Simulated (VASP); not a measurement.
Input:

```
Yb
1.0
    0.00000     2.69452     2.69452
    2.69452     0.00000     2.69452
    2.69452     2.69452     0.00000
Yb
1
Direct
  0.00000   0.00000   0.00000
```

The numbers are results of PBE GGA, VASP's PBE PAW potentials (set 64) (plane waves; VASP), not measurements. Run with 300 eV cut-off, 9×9×9 Γ-centred mesh, Fermi-Dirac smearing of 0.10 eV, potentials Yb_2.

The 4f electrons are frozen in the core of the lanthanide potential, so 4f levels, which can set the real gap, and their magnetism are missing.

Task: Give the energies of bands 4 to 7 at the high-symmetry points, in eV from the Fermi level.

Result: 
| band | Γ | X | U | L | W |
|---|---|---|---|---|---|
| 4 | -4.99 | -1.03 | -0.26 | -1.71 | 0.00 |
| 5 | 3.04 | 0.36 | 0.22 | 0.17 | 0.83 |
| 6 | 3.04 | 1.48 | 1.15 | 2.81 | 0.83 |
| 7 | 3.04 | 6.60 | 4.49 | 2.81 | 2.58 |

It has no gap at this level: it comes out as a metal or semimetal.

The structure is a typed Yb crystal (Fm-3m). The cell was not relaxed at this level.
